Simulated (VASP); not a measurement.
Calculation: RPBE GGA, VASP's PBE PAW potentials (set 64) (plane waves; VASP).

A VASP calculation is set up with these files.

### KPOINTS
```
k-points along high-symmetry lines
15
Line-mode
Reciprocal
  0.000000   0.000000   0.000000 ! GAMMA
  0.000000   0.500000   0.000000 ! X

  0.000000   0.500000   0.000000 ! X
  0.500000   0.500000   0.000000 ! M

  0.500000   0.500000   0.000000 ! M
  0.000000   0.000000   0.000000 ! GAMMA

  0.000000   0.000000   0.000000 ! GAMMA
  0.500000   0.500000   0.500000 ! R

  0.500000   0.500000   0.500000 ! R
  0.000000   0.500000   0.000000 ! X

  0.500000   0.500000   0.500000 ! R
  0.500000   0.500000   0.000000 ! M
```

INCAR:
```
# general
SYSTEM  = SrVO3
PREC    = Accurate
ENCUT   = 520
LREAL   = .FALSE.
LASPH   = .TRUE.
ICHARG  = 11

# electronic loop
EDIFF   = 1E-7
NELM    = 100
ALGO    = Normal
LMAXMIX = 4

# smearing
ISMEAR  = 0
SIGMA   = 0.05

# functional
GGA     = RP

# output
LWAVE   = .FALSE.
LCHARG  = .FALSE.
LORBIT  = 11
```

### POSCAR
```
SrVO3
1
    3.8993367367     0.0000000000     0.0000000000
    0.0000000000     3.8993367367     0.0000000000
    0.0000000000     0.0000000000     3.8993367367
Sr V O
1 1 3
Direct
  0.0000000000   0.0000000000   0.0000000000
  0.5000000000   0.5000000000   0.5000000000
  0.5000000000   0.0000000000   0.5000000000
  0.0000000000   0.5000000000   0.5000000000
  0.5000000000   0.5000000000   0.0000000000
```

POTCAR, in this order: Sr_sv V_sv O (PBE.64 set). Program: vasp_std. Read from the step before: CHGCAR.

The run wrote:

**OUTCAR**
```
 ion  position               nearest neighbor table
   1  0.000  0.000  0.000-   3 2.76   4 2.76   5 2.76   3 2.76   4 2.76   4 2.76   5 2.76   4 2.76
                             3 2.76   5 2.76   3 2.76   5 2.76   2 3.38   2 3.38   2 3.38   2 3.38
   2  0.500  0.500  0.500-   3 1.95   4 1.95   5 1.95   5 1.95   3 1.95   4 1.95   1 3.38   1 3.38
                             1 3.38   1 3.38   1 3.38   1 3.38   1 3.38   1 3.38
   3  0.500  0.000  0.500-   2 1.95   2 1.95   1 2.76   1 2.76   1 2.76   1 2.76
   4  0.000  0.500  0.500-   2 1.95   2 1.95   1 2.76   1 2.76   1 2.76   1 2.76
   5  0.500  0.500  0.000-   2 1.95   2 1.95   1 2.76   1 2.76   1 2.76   1 2.76
  LATTYP: Found a simple cubic cell.
 ALAT       =     3.8993367367
 Subroutine PRICEL returns:
 Original cell was already a primitive cell.
 Subroutine GETGRP returns: Found 48 space group operations
The static configuration has the point symmetry O_h .
The dynamic configuration has the point symmetry O_h .
 Subroutine INISYM returns: Found 48 space group operations
   k-points           NKPTS =     90   k-points in BZ     NKDIM =     90   number of bands    NBANDS=     24
   number of dos      NEDOS =    301   number of ions     NIONS =      5
   total plane-waves  NPLWV =  27000
   dimension x,y,z NGX =    30 NGY =   30 NGZ =   30
   dimension x,y,z NGXF=    60 NGYF=   60 NGZF=   60
   ions per type =               1   1   3
   PREC   = accura    normal or accurate (medium, high low for compatibility)
   ISTART =      0    job   : 0-new  1-cont  2-samecut
   ICHARG =     11    charge: 1-file 2-atom 10-const
   ISPIN  =      1    spin polarized calculation?
   LNONCOLLINEAR =      F non collinear calculations
   LSORBIT =      F    spin-orbit coupling
   INIWAV =      1    electr: 0-lowe 1-rand  2-diag
   ENCUT  =  520.0 eV  38.22 Ry    6.18 a.u.   7.25  7.25  7.25*2*pi/ulx,y,z
   NELM   =    100;   NELMIN=  2; NELMDL= -5     # of ELM steps
   EDIFF  = 0.1E-06   stopping-criterion for ELM
   LREAL  =      F    real-space projection
   NLSPLINE    = F    spline interpolate recip. space projectors
   LMAXMIX     =    4 max onsite mixed and CHGCAR
   VOSKOWN=      0    Vosko Wilk Nusair interpolation
   EDIFFG = 0.1E-05   stopping-criterion for IOM
   NSW    =      0    number of steps for IOM
   NBLOCK =      1;   KBLOCK =      1    inner block; outer block
   IBRION =     -1    ionic relax: 0-MD 1-quasi-New 2-CG
...
```

**OSZICAR**
```
       N       E                     dE             d eps       ncg     rms          rms(c)
DAV:   1     0.413539248192E+03    0.41354E+03   -0.24760E+04  4328   0.179E+03
DAV:   2    -0.750565803253E+01   -0.42104E+03   -0.41654E+03  5184   0.478E+02
DAV:   3    -0.353955079876E+02   -0.27890E+02   -0.26974E+02  5264   0.119E+02
DAV:   4    -0.362571557918E+02   -0.86165E+00   -0.85529E+00  6464   0.188E+01
DAV:   5    -0.362738893420E+02   -0.16734E-01   -0.16733E-01  5360   0.209E+00
DAV:   6    -0.362745968317E+02   -0.70749E-03   -0.70749E-03  5952   0.294E-01
DAV:   7    -0.362746024565E+02   -0.56248E-05   -0.56246E-05  5656   0.288E-02
DAV:   8    -0.362746025568E+02   -0.10033E-06   -0.10097E-06  4600   0.371E-03
DAV:   9    -0.362746025597E+02   -0.29077E-08   -0.26075E-08  3096   0.781E-04
   1 F= -.36274603E+02 E0= -.36273555E+02  d E =-.209440E-02
```

**OUTCAR**
```
 val. band max:        5.3595273208   @ k =   0.0714   0.0714   0.0714

 cond. band min:       5.3814992928   @ k =   0.0000   0.1071   0.0000



 k-point     1 :       0.0000    0.0000    0.0000
  band No.  band energies     occupation
      1     -60.0536      2.00000
      2     -33.7909      2.00000
      3     -33.7909      2.00000
      4     -33.7909      2.00000
      5     -28.7177      2.00000
      6     -13.5956      2.00000
      7     -12.4795      2.00000
      8     -12.4795      2.00000
      9     -10.7047      2.00000
     10     -10.7047      2.00000
     11     -10.7047      2.00000
     12       0.9569      2.00000
     13       0.9569      2.00000
     14       0.9569      2.00000
     15       2.9035      2.00000
     16       2.9035      2.00000
     17       2.9035      2.00000
     18       3.6477      2.00000
     19       3.6477      2.00000
     20       3.6477      2.00000
     21       5.1026      2.00000
     22       5.1026      2.00000
     23       5.1026      2.00000
     24       7.1136      0.00000

 k-point     2 :       0.0000    0.0357    0.0000
  band No.  band energies     occupation
      1     -60.0536      2.00000
      2     -33.7913      2.00000
      3     -33.7909      2.00000
      4     -33.7909      2.00000
      5     -28.7174      2.00000
      6     -13.5953      2.00000
      7     -12.4827      2.00000
      8     -12.4790      2.00000
      9     -10.7040      2.00000
     10     -10.7040      2.00000
     11     -10.6959      2.00000
     12       0.9393      2.00000
     13       0.9565      2.00000
     14       0.9565      2.00000
     15       2.8830      2.00000
     16       2.8830      2.00000
     17       2.8921      2.00000
     18       3.6018      2.00000
     19       3.6340      2.00000
     20       3.6340      2.00000
     21       5.1039      2.00000
     22       5.1380      2.00000
     23       5.1380      2.00000
     24       7.1139      0.00000

...
```

The density is held fixed in this step, so its total energy and stress have no physical meaning.

The compound is SrVO3 in the cubic perovskite structure. It was relaxed first. The run is not spin-polarised, so no magnetic state was tried. The electron count is odd and the run is not spin-polarised, which forces a metal.
